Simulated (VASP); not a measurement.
Ru (hcp) is relaxed at rising pressure, each step from the one before. Symmetry mostly holds the structure type, and other phases were not tried. The mesh follows the cell, and a change of mesh leaves a small step in the series.

```xyz
2
Lattice="1.3440 -2.3279 0.0000 1.3440 2.3279 0.0000 0.0000 0.0000 4.2557" Properties=species:S:1:pos:R:3 pbc="T T T"
Ru     1.3440     0.7760     1.0639
Ru     1.3440    -0.7760     3.1917
```

Level of theory: PBEsol GGA, VASP's PBE PAW potentials (set 64) (plane waves; VASP). Numerical set-up: 500 eV cut-off, 15×15×9 Γ-centred mesh, first-order Methfessel-Paxton smearing of 0.10 eV, potentials Ru_pv.

| P (GPa) | V (Å³/atom) | H − H(0) (eV/atom) | space group | gap on the mesh (eV) | k-mesh |
|---|---|---|---|---|---|
| 0 | 13.31 | 0.000 | P6_3/mmc | 0.00 | 15×15×9 |
| 5 | 13.13 | 0.413 | P6_3/mmc | 0.00 | 16×16×9 |
| 10 | ___ | ___ | P6_3/mmc | 0.00 | 16×16×9 |
| 20 | 12.65 | 1.620 | P6_3/mmc | 0.00 | 16×16×9 |
| 30 | ___ | ___ | P6_3/mmc | 0.00 | 16×16×9 |
| 45 | 12.03 | 3.545 | P6_3/mmc | 0.00 | 16×16×9 |

Problem. Complete the blanks.

Solution. 
- 10, V (Å³/atom): 12.97
- 10, H − H(0) (eV/atom): 0.820
- 30, V (Å³/atom): 12.39
- 30, H − H(0) (eV/atom): 2.402

Pressures at which the relaxation failed are left out.

The compound is Ru in the hcp structure.
